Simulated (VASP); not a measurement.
Write the native input for VASP 6.6.1 that does the following.

```
Task                   : single point
Functional             : PBE
Potentials or basis    : VASP PAW PBE potentials, release 64 (Sr_sv, B)
Cutoff                 : 520 eV
k mesh                 : 8 × 8 × 8
Occupations            : fermi-dirac, width 0.05 eV
Spin                   : no spin polarisation
Further INCAR settings : ALGO = Normal; EDIFF = 1e-07; NBANDS = 14
```

The structure of SrB lies in POSCAR:

```
SrB
1.0
    3.5009200000      0.0000000000      0.0000000000
    0.0000000000      3.5009200000      0.0000000000
    0.0000000000      0.0000000000      3.5009200000
Sr B
1 1
Direct
    0.5000000000      0.5000000000      0.5000000000
    0.0000000000      0.0000000000      0.0000000000
```

The cell was built by a generator and needn't be a form met in nature.

The input as run:

INCAR

```
SYSTEM = SrB
PREC = Accurate
ENCUT = 520
EDIFF = 1E-7
ISMEAR = -1
SIGMA = 0.05
LREAL = .False.
LASPH = .True.
NELM = 60
ALGO = Normal
ISIF = 2
LWAVE = .False.
LCHARG = .True.
GGA = PE
LELF = .True.
LVHAR = .True.
NBANDS = 14
```

KPOINTS

```
Automatic mesh
0
Gamma
  8 8 8
  0 0 0
```

Potentials or basis: VASP PAW PBE potentials, release 64 (Sr_sv, B).

Launch:

```console
$ cat potpaw_PBE.64/Sr_sv/POTCAR potpaw_PBE.64/B/POTCAR > POTCAR
$ mpirun -np 1 vasp_std > vasp.out
```

It gave:

```
Pressure               : 0.1 GPa
Band gap on the k mesh : none (metal or under the smearing width)
```

It took 22 s on 1 thread of Intel(R) Xeon(R) Platinum 8259CL CPU @ 2.50GHz (Skylake/Cascade Lake) (shared host), peak memory 0.16 GiB.
